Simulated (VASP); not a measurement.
Wanted: the native input for a VASP 6.6.1 run.

```
Task                   : relaxation of cell and atoms
Functional             : PBE
Potentials or basis    : VASP PAW PBE potentials, release 64 (Nb_sv, B)
Cutoff                 : 600 eV
k mesh                 : 7 × 7 × 10
Occupations            : fermi-dirac, width 0.05 eV
Spin                   : no spin polarisation
Target pressure        : 5 GPa
Further INCAR settings : ALGO = Normal; EDIFF = 1e-07; IBRION = 2; EDIFFG = -0.01; NSW = 40; ISIF = 3
Target pressure        : 5 GPa
```

The structure of Nb2B lies in POSCAR:

```
Nb2B
1.0
    4.4076000000      0.0000000000      0.0000000000
   -2.2038000000      3.8171000000      0.0000000000
    0.0000000000      0.0000000000      2.6685500000
Nb B
2 1
Direct
    0.3333300000      0.6666700000      0.5000000000
    0.6666700000      0.3333300000      0.5000000000
    0.0000000000      0.0000000000      0.0000000000
```

The cell was built by a generator and needn't be a form met in nature.

The input as run:

INCAR

```
SYSTEM = Nb2B
  ALGO = Normal
  EDIFF = 1E-7
  EDIFFG = -0.01
  ENCUT = 600
  GGA = PE
  IBRION = 2
  ISIF = 3
  ISMEAR = -1
  LASPH = .True.
  LCHARG = .False.
  LREAL = .False.
  LWAVE = .False.
  NELM = 60
  NSW = 40
  PREC = Accurate
  PSTRESS = 50
  SIGMA = 0.05
```

KPOINTS

```
k-points
0
Gamma
  7 7 10
  0 0 0
```

Potentials or basis: VASP PAW PBE potentials, release 64 (Nb_sv, B).

Run with:

```bash
$ cat potpaw_PBE.64/Nb_sv/POTCAR potpaw_PBE.64/B/POTCAR > POTCAR
$ mpirun -np 1 vasp_std > vasp.out
```

It gave:

| Quantity | Value |
| --- | --- |
| Relaxed volume | 14.53 Å³/atom |
| Relaxed cell | a = 4.362 Å, b = 4.362 Å, c = 2.645 Å, α = 90.00°, β = 90.00°, γ = 120.00° |
| Space group after relaxing (to 0.05 Å) | P6/mmm (No. 191) |
| Energy change on relaxing (the enthalpy is what falls) | +6.4 meV/atom |
| Ionic steps | 6 |
| Pressure after relaxing | 5.0 GPa |
| Band gap on the k mesh | none (metal or under the smearing width) |

Caveat: the cell is relaxed towards a set pressure, so the enthalpy falls and the energy may rise.

It took 4.4 min on 1 thread of AMD EPYC 9R45 (Zen 5), on a shared host, peak memory 0.22 GiB.
